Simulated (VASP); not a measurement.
The input files of a VASP run:

**INCAR**
```
SYSTEM = Eu
PREC = Accurate
ENCUT = 400
EDIFF = 1E-6
NELM = 60
ALGO = VeryFast
LREAL = .FALSE.
LASPH = .TRUE.
ISMEAR = 1
SIGMA = 0.1
GGA = PE
LMAXMIX = 6
LWAVE = .FALSE.
LCHARG = .FALSE.
ISIF = 2
NELMDL = -1
```

File KPOINTS:
```
Automatic mesh
0
Gamma
9 9 9
0 0 0
```

File POSCAR:
```
Eu
1
   -2.2900000000     2.2900000000     2.2900000000
    2.2900000000    -2.2900000000     2.2900000000
    2.2900000000     2.2900000000    -2.2900000000
Eu
1
Direct
  0.0000000000   0.0000000000   0.0000000000
```

POTCAR, in this order: Eu_2 (PBE.64 set). Program: vasp_std.

What VASP printed:

### standard output
```
...
RMM:  21     0.149641565456E+03   -0.10183E+00   -0.10282E+00  1094   0.512E+00    0.365E+00
RMM:  22     0.149542559395E+03   -0.99006E-01   -0.95523E-01  1118   0.344E+00    0.364E+00
RMM:  23     0.149464108743E+03   -0.78451E-01   -0.76845E-01  1118   0.285E+00    0.403E+00
RMM:  24     0.149388788383E+03   -0.75320E-01   -0.72425E-01  1080   0.320E+00    0.335E+00
RMM:  25     0.149303102567E+03   -0.85686E-01   -0.77877E-01  1012   0.444E+00    0.162E+00
RMM:  26     0.149219982655E+03   -0.83120E-01   -0.77150E-01  1083   0.339E+00    0.921E-01
RMM:  27     0.149153569396E+03   -0.66413E-01   -0.64782E-01  1118   0.246E+00    0.119E+00
RMM:  28     0.149114582743E+03   -0.38987E-01   -0.39057E-01  1112   0.231E+00    0.174E+00
RMM:  29     0.149090339485E+03   -0.24243E-01   -0.23578E-01  1120   0.199E+00    0.184E+00
RMM:  30     0.149066202369E+03   -0.24137E-01   -0.21634E-01  1049   0.230E+00    0.132E+00
RMM:  31     0.149054660416E+03   -0.11542E-01   -0.10948E-01  1119   0.183E+00    0.127E+00
RMM:  32     0.149046475663E+03   -0.81848E-02   -0.80615E-02  1120   0.170E+00    0.133E+00
RMM:  33     0.149048040088E+03    0.15644E-02    0.33769E-04  1039   0.188E+00    0.171E+00
RMM:  34     0.149042931106E+03   -0.51090E-02   -0.44990E-02  1119   0.158E+00    0.165E+00
RMM:  35     0.149049902999E+03    0.69719E-02    0.64339E-02  1050   0.175E+00    0.219E+00
RMM:  36     0.149041747963E+03   -0.81550E-02   -0.56548E-02  1014   0.182E+00    0.184E+00
RMM:  37     0.149041147614E+03   -0.60035E-03    0.13933E-02  1043   0.172E+00    0.162E+00
RMM:  38     0.149036918816E+03   -0.42288E-02   -0.26266E-02  1071   0.160E+00    0.156E+00
RMM:  39     0.149035631552E+03   -0.12873E-02    0.57800E-03  1030   0.172E+00    0.146E+00
RMM:  40     0.149027260732E+03   -0.83708E-02   -0.70775E-02  1059   0.228E+00    0.677E-01
RMM:  41     0.149027399609E+03    0.13888E-03    0.48070E-03  1087   0.147E+00    0.466E-01
RMM:  42     0.149023032762E+03   -0.43668E-02   -0.42092E-02  1116   0.127E+00    0.326E-01
RMM:  43     0.149022433898E+03   -0.59886E-03   -0.34772E-03  1030   0.148E+00    0.115E-01
RMM:  44     0.149020114900E+03   -0.23190E-02   -0.22186E-02  1112   0.121E+00    0.352E-02
RMM:  45     0.149018979172E+03   -0.11357E-02   -0.10704E-02  1112   0.117E+00    0.752E-02
RMM:  46     0.149017355250E+03   -0.16239E-02   -0.16058E-02  1096   0.114E+00    0.698E-02
RMM:  47     0.149016539672E+03   -0.81558E-03   -0.81817E-03  1094   0.110E+00    0.144E-01
RMM:  48     0.149014901808E+03   -0.16379E-02   -0.16058E-02  1112   0.103E+00    0.186E-01
RMM:  49     0.149014183799E+03   -0.71801E-03   -0.68437E-03  1100   0.101E+00    0.189E-01
RMM:  50     0.149012677330E+03   -0.15065E-02   -0.14485E-02  1038   0.103E+00    0.126E-01
RMM:  51     0.149012069424E+03   -0.60791E-03   -0.56796E-03  1104   0.985E-01    0.103E-01
RMM:  52     0.149010951230E+03   -0.11182E-02   -0.11011E-02  1110   0.942E-01    0.122E-01
RMM:  53     0.149010377221E+03   -0.57401E-03   -0.55547E-03  1081   0.923E-01    0.133E-01
RMM:  54     0.149009471462E+03   -0.90576E-03   -0.87231E-03  1044   0.928E-01    0.113E-01
RMM:  55     0.149008883176E+03   -0.58829E-03   -0.55589E-03  1064   0.915E-01    0.787E-02
RMM:  56     0.149008214159E+03   -0.66902E-03   -0.64541E-03  1073   0.893E-01    0.773E-02
RMM:  57     0.149007609181E+03   -0.60498E-03   -0.59023E-03  1097   0.862E-01    0.595E-02
RMM:  58     0.149007028781E+03   -0.58040E-03   -0.57157E-03  1035   0.844E-01    0.593E-02
RMM:  59     0.149006548910E+03   -0.47987E-03   -0.44789E-03  1024   0.880E-01    0.307E-02
RMM:  60     0.149005915257E+03   -0.63365E-03   -0.62133E-03  1078   0.825E-01

 -----------------------------------------------------------------------------
|                                                                             |
|           W    W    AA    RRRRR   N    N  II  N    N   GGGG   !!!           |
|           W    W   A  A   R    R  NN   N  II  NN   N  G    G  !!!           |
|           W    W  A    A  R    R  N N  N  II  N N  N  G       !!!           |
|           W WW W  AAAAAA  RRRRR   N  N N  II  N  N N  G  GGG   !            |
|           WW  WW  A    A  R   R   N   NN  II  N   NN  G    G                |
|           W    W  A    A  R    R  N    N  II  N    N   GGGG   !!!           |
|                                                                             |
|     The electronic self-consistency was not achieved in the given           |
|     number of steps (NELM). The forces and other quantities evaluated       |
|     might not be reliable so examine the results carefully. If you find     |
|     spurious results, we suggest increasing NELM, if you were close to      |
|     convergence or switching to a different ALGO or adjusting the           |
|     density mixing parameters otherwise.                                    |
|                                                                             |
 -----------------------------------------------------------------------------

   1 F= 0.14900592E+03 E0= 0.14900550E+03  d E =0.124055E-02
```

OUTCAR:
```
------------------------ aborting loop EDIFF was not reached (unconverged)  ----------------------------
  FORCE on cell =-STRESS in cart. coord.  units (eV):
  Direction    XX          YY          ZZ          XY          YZ          ZX
  --------------------------------------------------------------------------------------
  Total       -5.5222213     -5.5222213     -5.5222213     -0.0000000      0.0000000     -0.0000000
  in kB     -184.1865643   -184.1865643   -184.1865643     -0.0000000      0.0000000     -0.0000000
  external PRESSURE =    -184.1865643 kB  Pullay stress =       0.0000000 kB
  volume of cell :       48.04
      direct lattice vectors                 reciprocal lattice vectors
    -2.290000000  2.290000000  2.290000000     0.000000000  0.218340611  0.218340611
     2.290000000 -2.290000000  2.290000000     0.218340611  0.000000000  0.218340611
     2.290000000  2.290000000 -2.290000000     0.218340611  0.218340611  0.000000000
 POSITION                                       TOTAL-FORCE (eV/Angst)
 -----------------------------------------------------------------------------------
      0.00000      0.00000      0.00000         0.000000      0.000000     -0.000000
 -----------------------------------------------------------------------------------
    total drift:                                0.000000     -0.000000     -0.000000
  FREE ENERGIE OF THE ION-ELECTRON SYSTEM (eV)
  ---------------------------------------------------
  free  energy   TOTEN  =       149.0059152571 eV

  energy  without entropy=      149.0046747062  energy(sigma->0) =      149.00550174
```
(Selected blocks of OUTCAR.)

Task: Read input and log: which fault does this run have?
A) NELM is too small, so the electronic loop ends before EDIFF is met
B) ALGO = VeryFast starts from random orbitals with almost no delay (NELMDL = -1)
C) a metal was run with a tiny SIGMA on a coarse mesh
D) NSW = 0, so the ions never move

Result: B, ALGO = VeryFast starts from random orbitals with almost no delay (NELMDL = -1). Convergence was not reached. Against the sound run, the energy per atom (σ→0) rises by 150.851 eV/atom; the pressure falls by 17.42 GPa.

To mend it, set ALGO = Normal, remove NELMDL.

The mended run (PBE GGA, plane waves, VASP's PBE PAW potentials (set 64)) converges, and its OSZICAR ends with
```
   1 F= -.18458575E+01 E0= -.18453634E+01  d E =-.148229E-02
```

The compound is Eu in the bcc structure. The cell was not relaxed at this level. The 4f electrons are frozen in the core of the lanthanide potential, so 4f levels, which can set the real gap, and their magnetism are missing.
